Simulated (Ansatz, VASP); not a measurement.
# Ga2TeS (Ga2STe bilayer, like faces together) in two plane-wave programs

Wanted: the spread between two codes on one cell, functional and k mesh. The structure shown is the start of the Ansatz relaxation below; VASP solves that cell, so the two are compared at the walk's first step.

Program: Ansatz 0.2.0. Level of theory: plane waves, with VASP 6.6.1 beside it; single point at PBEsol with D3(BJ). Results are calculated unless marked as measured.

### 1. The starting structure

The cell holds 8 atoms: 2 Te, 4 Ga and 2 S. Cell: a = 3.845 Å, b = 3.845 Å, c = 54.801 Å, α = 90.0°, β = 90.0°, γ = 120.0°. Vacuum lies along c.

### 2. Ansatz: relaxation, PBEsol with D3(BJ)

Ansatz runs on its default PAW (the set named soft_2) files.

The two programs are compared at the cell with which this relaxation starts, whose forces are those of its first step.

The input, input.yaml:

```yaml
crystal:
  lattice:
    - [3.8454, 0.0, 0.0]
    - [-1.9227, 3.3302140877, 0.0]
    - [0.0, 0.0, 54.801443625]
  atoms:
    - { symbol: Te, position: [0.3333333333, 0.6666666667, 0.3914130465] }
    - { symbol: Ga, position: [0.0, 0.0, 0.4171407833] }
    - { symbol: Ga, position: [0.0, 0.0, 0.4616651578] }
    - { symbol: S, position: [0.3333333333, 0.6666666667, 0.4726284583] }
    - { symbol: Te, position: [0.6666666667, 0.3333333333, 0.6085869535] }
    - { symbol: Ga, position: [0.3333333333, 0.6666666667, 0.5828592167] }
    - { symbol: Ga, position: [0.3333333333, 0.6666666667, 0.5383348422] }
    - { symbol: S, position: [0.6666666667, 0.3333333333, 0.5273715417] }
  periodic: [true, true, false]
kpoints:
  mp_grid: { grid: [12, 12, 1] }
hamiltonian:
  xc: pbesol
  dispersion: d3bj
scf:
  occupations: { method: fermi_dirac, width: 0.05 }
  convergence: { dr2_threshold: 1.0e-09 }
relax:
  f_tol: 0.004
  max_steps: 90
  cell: {}
output:
  write_potential: true
  write_density: true
  volumetric_format: npy
```

Started as:

```sh
$ ansatz run input.yaml --threads 4 --pin off --max-ram 6144MiB --backend cpu --events-out ev --progress --plain --runs-dir out
```

Numbers of over 12 decimals in the logs are rounded to 6 here.

What it wrote:

```text
Warning: relax.cell: scf.convergence.dr2_threshold = 1e-9 eV is looser than the 1.66780204828e-10 eV advised for a relaxation that steers and ends on the stress (1e-10 eV for each atom of the cell: 8, times the square of relax.cell.stress_2d_tol = 0.05 N/m over 21.9 Å (the atoms' height at the walk's start and 5 Å past either face), 2.283e-2 GPa, over a crystal's default 0.05). What an SCF threshold leaves in a stress goes as its square root, and in the free energy as the threshold itself, and one threshold admits the most on a small cell: [figures from the program's tests cut] Set scf.convergence.dr2_threshold to 1.66780204828e-10 eV or tighter. [rest of the remark cut]
Engine: ansatz 0.2.0, x86_64-unknown-linux-gnu
Pseudopotentials: kind: paw
Pseudopotential: Te, paw, valence charge 16, recommended cutoff 420 eV (normal), Te.paw.azcp
Pseudopotential: Ga, paw, valence charge 13, recommended cutoff 420 eV (normal), Ga.paw.azcp
Pseudopotential: S, paw, valence charge 6, recommended cutoff 420 eV (normal), S.paw.azcp
Functional definition: PBEsol
  exchange = pbesol_x
  correlation = pbesol_c
Crystal: 8 atoms, lattice volume = 701.788 Å³
Basis set: ecut = 420 eV, 13647 PW (Γ), exchange–correlation on 54×54×750 points (8 copies of the dense FFT grid, shifted against one another)
Bands: 58, of which v1, the nominal top of the filled ones, is band 48 counted from 1 (47 counted from 0)
Symmetry: 6 space group operations
Space group: P3m1 (ITA 156), of the structure as read, at distance tolerance 8.9e-5 Å
k-points: 19 of 144 (time reversal used)
Non-local potential: Te, projectors of the file, l = 0: 2, l = 1: 2, l = 2: 2, l = 3: 2
Non-local potential: Ga, projectors of the file, l = 0: 2, l = 1: 2, l = 2: 3, l = 3: 1
Non-local potential: S, projectors of the file, l = 0: 2, l = 1: 2, l = 2: 2
PAW form: soft (Blöchl's): semilocal exchange-correlation on the pseudo side does not see the compensation charge
PAW frozen core: Te, regenerated for the run's functional, and the local potential with it (the file was generated under x = pbe(κ = 0.804, μ = 0.219515), c = pbe(β = 0.066725))
PAW frozen core: Ga, regenerated for the run's functional, and the local potential with it (the file was generated under x = pbe(κ = 0.804, μ = 0.219515), c = pbe(β = 0.066725))
PAW frozen core: S, regenerated for the run's functional, and the local potential with it (the file was generated under x = pbe(κ = 0.804, μ = 0.219515), c = pbe(β = 0.066725))
PAW one-centre angular grid: Te, 590 points (default); XC on 64 Gauss nodes
PAW one-centre angular grid: Ga, 590 points (default); XC on 64 Gauss nodes
PAW one-centre angular grid: S, 110 points (default); XC on 64 Gauss nodes
Initial density: superposition of atomic densities (neutral atoms: chi_scale 0, normalization atom), corrected by the library's trained network
Initial wavefunctions: pseudopotential atomic-orbital guess
Functional: x = pbesol(κ = 0.804, μ = 0.123457), c = pbesol(β = 0.046)
SCF iter   1: F=—  HF=-30550.174327 eV  |F-HF|=—  |Δ(HF+E_count)|=         —  Δρ=1.97e-3  dr2=1.66e-1  ethr=1.77e-3  ⟨swp⟩=13.1  Hψ=6245  notcnv=0  defer=18
preconditioner: auto → Resta (q_TF=auto, 1.958 Å⁻¹)  ε∞=1.8  [insulator: Δε(μ)=0.328 eV  Ē_g=13.908 eV  σ=0.050 eV  W_gap=0.92  n_scr=88 (ndim 8)  ℏωp=12.2 eV  f_vac=0.710  D(μ)=0.04/eV (n_scr^D=0)  ε∞_Penn≈1.8  vacuum switching on, ρ_ref=1.4e-2 e/Å³]
SCF iter   2: F=—  HF=-30550.223120 eV  |F-HF|=—  |Δ(HF+E_count)|=   4.88e-2  Δρ=2.78e-3  dr2=1.42e0  ethr=1.72e-4  ⟨swp⟩=5.5  Hψ=2526  notcnv=0  defer=58
preconditioner: auto → LDOS  [metal: Δε(μ)=0.126 eV  Ē_g=13.945 eV  σ=0.050 eV  W_gap=0.47  n_scr=88 (ndim 8)  ℏωp=12.2 eV  f_vac=0.710  D(μ)=0.98/eV (n_scr^D=8)  β→1.0]
SCF iter   3: F=—  HF=-30550.166515 eV  |F-HF|=—  |Δ(HF+E_count)|=   5.66e-2  Δρ=1.28e-3  dr2=8.88e-2  ethr=1.72e-4  ⟨swp⟩=4.2  Hψ=1752  notcnv=0  defer=64
SCF iter   4: F=—  HF=-30550.154620 eV  |F-HF|=—  |Δ(HF+E_count)|=   1.19e-2  Δρ=3.70e-4  dr2=1.36e-2  ethr=9.25e-5  ⟨swp⟩=3.1  Hψ=1702  notcnv=0  defer=66
SCF iter   5: F=—  HF=-30550.153091 eV  |F-HF|=—  |Δ(HF+E_count)|=   1.53e-3  Δρ=1.76e-4  dr2=5.50e-3  ethr=1.41e-5  ⟨swp⟩=2.9  Hψ=1515  notcnv=0  defer=66
SCF iter   6: F=—  HF=-30550.152798 eV  |F-HF|=—  |Δ(HF+E_count)|=   2.93e-4  Δρ=8.85e-5  dr2=1.13e-3  ethr=5.73e-6  ⟨swp⟩=1.9  Hψ=1298  notcnv=0  defer=66
[...]
SCF iter   3: F=—  HF=-30550.746780 eV  |F-HF|=—  |Δ(HF+E_count)|=   1.00e-7  Δρ=2.38e-6  dr2=1.27e-7  ethr=4.70e-10  ⟨swp⟩=2.0  Hψ=1795  notcnv=0
SCF iter   4: F=—  HF=-30550.746780 eV  |F-HF|=—  |Δ(HF+E_count)|=   2.83e-8  Δρ=1.50e-6  dr2=2.23e-7  ethr=1.32e-10  ⟨swp⟩=3.0  Hψ=2363  notcnv=0
SCF iter   5: F=—  HF=-30550.746780 eV  |F-HF|=—  |Δ(HF+E_count)|=   2.34e-8  Δρ=4.71e-7  dr2=2.06e-9  ethr=1.32e-10  ⟨swp⟩=1.8  Hψ=1204  notcnv=0
SCF iter   6: F=-30550.746780 eV  HF=-30550.746780 eV  |F-HF|=1.96e-10  |Δ(HF+E_count)|=  1.60e-10  Δρ=2.40e-7  dr2=3.49e-10  ethr=1.04e-12  ⟨swp⟩=14.9  Hψ=8792  notcnv=0
SCF 8 converged in 6 iterations: F = -30550.746780 eV  dr2 = 3.49e-10
relax step   8: F+E_penalty+E_count = -30550.74677978 eV  Δ(F+E_penalty+E_count) = +1.089e-3 eV  max|allowed force component| = 2.304e-3 eV/Å  Δτ_max = 0.0000 Å  P = -0.014 N/m  Ω = 681.052 Å³  fix = [c, alpha, beta]  reactions: c -0.000 N/m  stress off target by 1.42e-2 N/m on what of the cell is left free  SCF on the basis re-selected at this cell (its energy is not comparable with the rows above)  (6 SCF iters)
basis re-selected at this cell: Δ(F+E_penalty+E_count) = +1.089e-3 eV, ΔP = -0.001 N/m vs the last step (what re-selecting the basis moved, of the pressure what is left beyond the Pulay correction that the steps carried, after the strain that the cell walked since its last selection, with what the two solves' SCF thresholds leave and, on support functions, any second-order correction that the steps lacked; it is no m [...]
WARN: The output density's exchange-correlation potential varies sharply where the density is thin. Do not read a vacuum level from v_tot or v_xc, or from such a field of the output density. On a cell that repeats whose density bears no net charge and no dipole along the vacuum's axis use v_es (v_loc + v_h of the components); under efield.dipole_correction with no amplitude use v_es + v_field, which holds any externa [...]
SCF converged after 6 iterations
Free energy (F): -30550.746780 eV
Harris-Foulkes:  -30550.746780 eV  (|F-HF|=1.96e-10)
Internal energy: -30550.746764 eV  (E = F + TS)
E sigma→0 (E₀):  -30550.746772 eV
Entropy (-TS):   -0.000016 eV (-0.002 meV/atom)
Fermi energy:    -4.227911 eV
--- Per-component energies (eV) ---
  E_band       = -1982.051033
  E_kinetic    = 1038.709479
  E_local      = -580523.694107  (includes V_loc(G=0)·N_el)
  E_nonlocal   = 1144.826649
  E_hartree    = 289693.340501
  E_xc         = -713.175283
  E_vxc        = -615.473386  (∫ρ·V_xc dr)
  E_paw        = -18134.395501  (= ΣΔE_a)
  E_vpaw       = -2413.100698  (= ΣTr[D̂ρ^β])
  E_aug_tail   = -0.000817  (compensation charges beyond the density's cutoff)
  E_ewald      = 276941.243343
  E_disp       = -1.926468  (pairwise vdW)
  E_core_change = 4.325440  (= ΣΔE_core)
  E_smearing   = -0.000016  (= −TS)
  E_closure    = -0.000000  (closes the sum)
  Σ components = -30550.746780   (vs F -30550.746780, Δ=0.00e0)
--- Forces (eV/Å), atoms counted from 1 ---
  atom   1  Te     0.00000000     0.00000000     0.00061845
  atom   2  Ga    -0.00000000    -0.00000000    -0.00199843
  atom   3  Ga     0.00000000    -0.00000000     0.00116423
  atom   4  S      0.00000000     0.00000000    -0.00197273
  atom   5  Te    -0.00000000     0.00000000    -0.00062355
  atom   6  Ga     0.00000000     0.00000000     0.00230376
  atom   7  Ga     0.00000000    -0.00000000    -0.00166717
  atom   8  S      0.00000000     0.00000000     0.00217680
  max |Σ_I F_I| component: 1.35e-6 eV/Å
--- 2D stress c σ (N/m, compression-positive) ---
       -0.014189       0.000000      -0.000000
        0.000000      -0.014189       0.000000
       -0.000000       0.000000      -0.000000
  P = ½ c Tr σ = -0.0142 N/m
--- Band table (eV; the first three rows and the last of 19) ---
  k-point 0: bands = [... 44 lower, -4.6606, -4.6606, -4.6231, -4.6231, -3.8177, -3.6331, -1.6226, -1.5618, ... 6 higher]
  k-point 1: bands = [... 44 lower, -5.3791, -5.0210, -4.8367, -4.7991, -3.4373, -3.3160, -1.4788, -1.4106, ... 6 higher]
  k-point 2: bands = [... 44 lower, -5.7423, -5.2441, -5.2383, -5.2065, -2.9073, -2.8536, -2.0549, -1.9650, ... 6 higher]
  k-point 18: bands = [... 44 lower, -7.1530, -7.0551, -6.7114, -6.6642, -3.1828, -3.1476, -2.3415, -2.2797, ... 6 higher]
  the weakly bound empty levels are not read free of the cell's end (no_gap_told)
--- Relaxed structure (7 steps of the walk, 7 accepted, 1 SCFs on fresh bases) ---
  F+E_penalty+E_count = -30550.74677978 eV   max|allowed force component| = 2.304e-3 eV/Å   (the final SCF, on the basis selected at the relaxed cell)
  cell:  # Å, volume = 681.0522 Å³
    - [3.788165, 0, 0]
    - [-1.894083, 3.280647, 0]
    - [0, 0, 54.801443625]
  atoms:
    - { symbol: Te, position: [0.333333, 0.666667, 0.387993] }
    - { symbol: Ga, position: [-1.9699620445246304e-17, -3.477331162391377e-17, 0.413213] }
    - { symbol: Ga, position: [-1.9859758322383313e-17, -3.5093587378187786e-17, 0.457212] }
    - { symbol: S, position: [0.333333, 0.666667, 0.474819] }
    - { symbol: Te, position: [0.666667, 0.333333, 0.612009] }
    - { symbol: Ga, position: [0.333333, 0.666667, 0.586784] }
    - { symbol: Ga, position: [0.333333, 0.666667, 0.542773] }
    - { symbol: S, position: [0.666667, 0.333333, 0.525197] }
```

Reading the cycles: dr2 is the Hartree energy of the density residual (eV), the measure of convergence; HF is the Harris–Foulkes estimate of the energy, which meets the free energy F at convergence.

(Continued in part 2 of 2.)

[Lines on the potential files, build, host, timing and source positions are cut from VASP's logs without a mark.]

[Logs are printed without paths, hosts, clocks, repeated set-up lines and the standing remarks that a program may print on its own settings, such as how far it seeks lower states.]

[Hosts, paths, dates, database ids (printed as entryN), source tags and the programs' standing remarks are cut or masked in the printed files.]
